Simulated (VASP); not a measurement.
# AgB2 (P6/mmm) in VASP: notebook

One crystal, AgB2, is run at these levels: r2SCAN; tasks: single point.

Everything below comes from runs of VASP 6.6.1. Logs are shortened: lines on timing, memory, paths and dates and some standing lists are left out, and cuts for length are marked.

## Step 1: The crystal as given

Symmetry: P6/mmm, No. 191, hexagonal system. Conventional cell: a = 3.000 Å, b = 3.000 Å, c = 3.240 Å, α = 90.00°, β = 90.00°, γ = 120.00°. Around Ag (site symmetry 6/mmm) lie 12 B at 2.37 Å. B (site symmetry -6m2) is surrounded by 3 B at 1.73 Å.

## Step 2: Single point, r2SCAN

The input, INCAR:

```
SYSTEM = AgB2
PREC = Accurate
ENCUT = 520
EDIFF = 1E-6
ISMEAR = 0
SIGMA = 0.05
LREAL = Auto
LASPH = .True.
NELM = 100
ALGO = Normal
ISIF = 2
LWAVE = .False.
LCHARG = .False.
METAGGA = R2SCAN
LMIXTAU = .True.
ADDGRID = .False.
```

The input, KPOINTS:

```
regular mesh
0
Gamma
  6 6 5
  0 0 0
```

The input, POSCAR:

```
AgB2
1.0
    3.0000000000      0.0000000000      0.0000000000
   -1.5000000000      2.5980762114      0.0000000000
    0.0000000000      0.0000000000      3.2400000000
Ag B
1 2
Direct
    0.0000000000      0.0000000000      0.0000000000
    0.6666666667      0.3333333333      0.5000000000
    0.3333333333      0.6666666667      0.5000000000
```

Potentials or basis: VASP PAW PBE potentials, release 64 (Ag, B).

Command:

```bash
> cat potpaw_PBE.64/Ag/POTCAR potpaw_PBE.64/B/POTCAR > POTCAR
> mpirun -np 1 vasp_std > vasp.out
```

OUTCAR:

```text
SYSTEM = AgB2
   PREC = Accurate
   ENCUT = 520
   EDIFF = 1E-6
   ISMEAR = 0
   LREAL = Auto
   LASPH = .True.
   NELM = 100
   ISIF = 2
   METAGGA = R2SCAN

 Found     21 irreducible k-points:

 Following reciprocal coordinates:
            Coordinates               Weight
  0.000000  0.000000  0.000000      1.000000
  0.166667 -0.000000  0.000000      6.000000
  0.333333  0.000000  0.000000      6.000000
  0.500000 -0.000000  0.000000      3.000000
  0.166667  0.166667  0.000000      6.000000
  0.333333  0.166667  0.000000     12.000000
   k-points           NKPTS =     21   k-points in BZ     NKDIM =     21   number of bands    NBANDS=     12
   number of dos      NEDOS =    301   number of ions     NIONS =      3
   total plane-waves  NPLWV =  13824
   dimension x,y,z NGX =    24 NGY =   24 NGZ =   24
   dimension x,y,z NGXF=    48 NGYF=   48 NGZF=   48
   ions per type =               1   2
   NGX,Y,Z   is equivalent  to a cutoff of  13.30, 13.30, 12.31 a.u.
   NGXF,Y,Z  is equivalent  to a cutoff of  26.60, 26.60, 24.63 a.u.
 SYSTEM =  AgB2
   PREC   = accura    normal or accurate (medium, high low for compatibility)
   ISTART =      0    job   : 0-new  1-cont  2-samecut
   ICHARG =      2    charge: 1-file 2-atom 10-const
   ISPIN  =      1    spin polarized calculation?
   LNONCOLLINEAR =      F non collinear calculations
   LSORBIT =      F    spin-orbit coupling
   LASPH  =      T    aspherical Exc in radial PAW
   ENCUT  =  520.0 eV  38.22 Ry    6.18 a.u.   5.58  5.58  6.02*2*pi/ulx,y,z
   NELM   =    100;   NELMIN=  2; NELMDL= -5     # of ELM steps
   EDIFF  = 0.1E-05   stopping-criterion for ELM
   LREAL  =      T    real-space projection
   EDIFFG = 0.1E-04   stopping-criterion for IOM
   NSW    =      0    number of steps for IOM
   IBRION =     -1    ionic relax: 0-MD 1-quasi-New 2-CG
   NFREE  =      0    steps in history (QN), initial steepest desc. (CG)
   ISIF   =      2    stress and relaxation
   ISYM   =      2    0-nonsym 1-usesym 2-fastsym
   POTIM  = 0.5000    time-step for ionic-motion
   TEBEG  =    0.0;   TEEND  =   0.0 temperature during run
   PSTRESS=    0.0 pullay stress
   NELECT =      17.0000    total number of electrons
   NUPDOWN=      -1.0000    fix difference up-down
   EMIN   =  10.00;   EMAX   =-10.00  energy-range for DOS
   EFERMI =   0.00;   METHOD = LEGACY
   ISMEAR =     0;   SIGMA  =   0.05  broadening in eV -4-tet -1-fermi 0-gaus
   EFERMI_NEDOS =   21; number of points for ismear=-14 and -15
   IALGO  =     38    algorithm
   IMIX   =      4    mixing-type and parameters
     AMIX     =   0.40;   BMIX     =  1.00
     AMIX_MAG =   1.60;   BMIX_MAG =  1.00
  volume/ion in A,a.u.               =       8.42        56.81
  Fermi-wavevector in a.u.,A,eV,Ry     =   1.434779  2.711340 28.008838  2.058591
  Thomas-Fermi vector in A             =   2.554150
   LORBIT       =      0    0 simple, 1 ext, 2 COOP (PROOUT), +10 PAW based schemes
   METAGGA = R2SCAN    functional components
   LHFCALC =     F    Hartree Fock is set to
   AEXX    =    0.0000 exact exchange contribution
   IVDW    =     0    specifies the selected vdW correction
   LEPSILON=     F    determine dielectric tensor
   LRPA    =     F    only Hartree local field effects (RPA)
 non-spin polarized calculation
 Gauss-broadening in eV      SIGMA  =   0.05
  energy-cutoff  :      520.00
  volume of cell :       25.25
 maximum number of plane-waves:       697
 NGX is ok and might be reduce to    24
   NGX = 11   NGY = 11   NGZ = 13

 number of electron      16.9999992 magnetization

 Free energy of the ion-electron system (eV)
  ---------------------------------------------------
  ext. energy  EPLUGINS =         0.00000000
  ---------------------------------------------------
  free energy    TOTEN  =       -33.16767525 eV

  energy without entropy =      -33.16422428  energy(sigma->0) =      -33.16594977

 E-fermi :  10.6930     XC(G=0): -14.2500

 val. band max:       10.6688095942   @ k =   0.1667  -0.0000   0.4000
 cond. band min:      10.7046555479   @ k =   0.5000  -0.0000   0.4000
 fundamental gap:      0.0358459537
 Fermi energy:        10.6930293529

 k-point     1 :       0.0000    0.0000    0.0000
  band No.  band energies     occupation
      1      -4.4475      2.00000
      2       3.3004      2.00000
      3       3.7398      2.00000
      4       3.7398      2.00000
      5       5.3676      2.00000
      6       5.3676      2.00000
      7       7.3707      2.00000
      8      11.8031      0.00000
      9      11.8031      0.00000
     10      16.5989      0.00000
     11      16.5989      0.00000
     12      16.7607      0.00000

 k-point     2 :       0.1667   -0.0000    0.0000
  band No.  band energies     occupation
      1      -3.8886      2.00000
      2       3.2820      2.00000
      3       3.5182      2.00000
      4       4.1001      2.00000
      5       4.3371      2.00000
      6       5.2878      2.00000
      7       9.0704      2.00000
      8       9.7231      2.00000
      9      10.2668      2.00000
     10      16.4713      0.00000
     11      17.6961      0.00000
     12      19.1190      0.00000

 k-point     3 :       0.3333    0.0000    0.0000
  band No.  band energies     occupation
      1      -2.3162      2.00000
      2       2.0925      2.00000
      3       3.3727      2.00000
      4       3.5691      2.00000
      5       5.0316      2.00000
      6       5.1319      2.00000
      7       7.5091      2.00000
      8       8.2884      2.00000
      9      11.8095      0.00000
     10      16.7014      0.00000
     11      17.0827      0.00000
     12      17.9665      0.00000

 k-point     4 :       0.5000   -0.0000    0.0000
  band No.  band energies     occupation
      1      -0.3470      2.00000
      2       0.2862      2.00000
      3       3.0480      2.00000
      4       3.2615      2.00000
      5       5.0558      2.00000
      6       5.8760      2.00000
      7       7.1538      2.00000
      8       7.1604      2.00000
      9      13.9059      0.00000
     10      15.2790      0.00000
     11      17.3440      0.00000
     12      17.4425      0.00000

 k-point     5 :       0.1667    0.1667    0.0000
  band No.  band energies     occupation
      1      -2.8178      2.00000
      2       2.6005      2.00000
      3       3.6508      2.00000
      4       3.6546      2.00000
      5       4.6577      2.00000
      6       5.0278      2.00000
      7       8.1068      2.00000
      8       8.2835      2.00000
      9      11.1418      0.00000
     10      17.0199      0.00000
     11      17.8523      0.00000
     12      19.2340      0.00000

 k-point     6 :       0.3333    0.1667    0.0000
  band No.  band energies     occupation
      1      -0.8810      2.00000
      2       1.3389      2.00000
      3       3.0584      2.00000
      4       3.2987      2.00000
      5       4.6637      2.00000
      6       5.5249      2.00000
      7       6.7572      2.00000
      8       7.1420      2.00000
      9      13.8132      0.00000
     10      16.0251      0.00000
     11      17.7618      0.00000
     12      19.2600      0.00000

 [... further k-points ...]
[... 5 lines left out ...]
  --------------------------------------------------------------------------------------
  -------------------------------------------------------------------------------------
  Total        6.6370367      6.6370367     12.0601264      0.0000000      0.0000000      0.0000000
  in kB      421.0819733    421.0819734    765.1459639      0.0000000      0.0000000      0.0000000
  external PRESSURE =     535.7699702 kB  Pullay stress =       0.0000000 kB

 VOLUME and BASIS-vectors are now :
 -----------------------------------------------------------------------------
  energy-cutoff  :      520.00
  volume of cell :       25.25
      direct lattice vectors                 reciprocal lattice vectors
     3.000000000  0.000000000  0.000000000     0.333333333  0.192450090  0.000000000
    -1.500000000  2.598076211  0.000000000     0.000000000  0.384900179  0.000000000
     0.000000000  0.000000000  3.240000000     0.000000000  0.000000000  0.308641975

 POSITION                                       TOTAL-FORCE (eV/Angst)
 -----------------------------------------------------------------------------------
      0.00000      0.00000      0.00000        -0.000000      0.000000      0.000000
      1.50000      0.86603      1.62000         0.000000     -0.000000     -0.000000
     -0.00000      1.73205      1.62000        -0.000000      0.000000      0.000000
 -----------------------------------------------------------------------------------
    total drift:                               -0.000000      0.000000      0.000000

  FREE ENERGIE OF THE ION-ELECTRON SYSTEM (eV)
  ---------------------------------------------------
  free  energy   TOTEN  =       -33.1676752543 eV

  energy  without entropy=      -33.1642242818  energy(sigma->0) =      -33.16594977
```

Run time: 14 s. Hardware: 1 thread of Intel Xeon 6975P-C (Granite Rapids), shared host; peak memory 0.14 GiB.

These settings aren't checked as converged: the numbers below hold their error.

What came out:

- Free energy: -33.1677 eV
- Pressure: 53.6 GPa
- Band gap on the k mesh: none (metal or under the smearing width)

Caveat: the k mesh is coarse (spacing up to 0.40 Å⁻¹), so the values aren't converged; a pressure of tens of GPa on the cell as given is suspect, and the run, the potentials or the cell itself is likely at fault; the PAW data sets were made with another functional, which shifts forces and pressure a little.

## Step 3: Single point, r2SCAN

INCAR is that of step 2.

KPOINTS is that of step 2.

The input, POSCAR:

```
AgB2
1.0
    3.0000000000      0.0000000000      0.0000000000
   -1.5000000000      2.5980762114      0.0000000000
    0.0000000000      0.0000000000      3.2400000000
Ag B
1 2
Direct
    0.0172000000      0.0014340000     -0.0107780000
    0.6537670000      0.3220700000      0.4709270000
    0.3421410000      0.7037590000      0.5156140000
```

Potentials or basis: VASP PAW PBE potentials, release 64 (Ag, B).

Command:

```bash
> cat potpaw_PBE.64/Ag/POTCAR potpaw_PBE.64/B/POTCAR > POTCAR
> mpirun -np 1 vasp_std > vasp.out
```

Wall time 45 s (1 thread of Intel Xeon 6975P-C (Granite Rapids), shared host); peak memory 0.15 GiB.

The run converged, but some of its settings lie outside the range that counts as converged, so its numbers aren't taken as properties of the crystal.

Results:

```
Free energy            : -32.9795 eV
Pressure               : 56.9 GPa
Largest force          : 2.263 eV/Å
Band gap on the k mesh : none (metal or under the smearing width)
```

Caveat: the k mesh is coarse (spacing up to 0.40 Å⁻¹), so the values aren't converged; the PAW data sets were made with another functional, which shifts forces and pressure a little.

## Step 4: Single point, r2SCAN

Edit INCAR of step 3 so:

```diff
@@ -3,6 +3,6 @@
 ENCUT = 520
-EDIFF = 1E-6
+EDIFF = 1E-4
 ISMEAR = 0
 SIGMA = 0.05
-LREAL = Auto
+LREAL = .False.
 LASPH = .True.
```

KPOINTS is that of step 3.

The input, POSCAR:

```
AgB2
1.0
    3.0000000000      0.0000000000      0.0000000000
   -1.5000000000      2.5980762114      0.0000000000
    0.0000000000      0.0000000000      3.2400000000
Ag B
1 2
Direct
    0.0000000000      0.0000000000      0.0000000000
    0.6666666667      0.3333333333      0.5000000000
    0.3333333333      0.6666666667      0.5000000000
```

Command:

```bash
> cat potpaw_PBE.64/Ag/POTCAR potpaw_PBE.64/B/POTCAR > POTCAR
> mpirun -np 1 vasp_std > vasp.out
```

Run time: 10 s. Hardware: 1 thread of Intel Xeon 6975P-C (Granite Rapids), shared host; peak memory 0.14 GiB.

These settings aren't checked as converged: the numbers below hold their error.

Results:

```yaml
Free_energy: -33.1666 eV
Pressure: 53.7 GPa
Band_gap_on_the_k_mesh: none (metal or under the smearing width)
```

Caveat: the k mesh is coarse (spacing up to 0.40 Å⁻¹), so the values aren't converged; a pressure of tens of GPa on the cell as given is suspect, and the run, the potentials or the cell itself is likely at fault; the PAW data sets were made with another functional, which shifts forces and pressure a little.

## Step 5: Single point, r2SCAN

INCAR is that of step 4.

KPOINTS is that of step 4.

The input, POSCAR:

```
AgB2
1.0
    3.0000000000      0.0000000000      0.0000000000
   -1.5000000000      2.5980762114      0.0000000000
    0.0000000000      0.0000000000      3.2400000000
Ag B
1 2
Direct
    0.0172000000      0.0014340000     -0.0107780000
    0.6537670000      0.3220700000      0.4709270000
    0.3421410000      0.7037590000      0.5156140000
```

Command:

```bash
> cat potpaw_PBE.64/Ag/POTCAR potpaw_PBE.64/B/POTCAR > POTCAR
> mpirun -np 1 vasp_std > vasp.out
```

Run time: 26 s. Hardware: 1 thread of Intel Xeon 6975P-C (Granite Rapids), shared host; peak memory 0.16 GiB.

The run converged, but some of its settings lie outside the range that counts as converged, so its numbers aren't taken as properties of the crystal.

What came out:

```yaml
Free_energy: -32.9785 eV
Pressure: 56.5 GPa
Largest_force: 2.265 eV/Å
Band_gap_on_the_k_mesh: none (metal or under the smearing width)
```

Caveat: the k mesh is coarse (spacing up to 0.40 Å⁻¹), so the values aren't converged; the PAW data sets were made with another functional, which shifts forces and pressure a little.
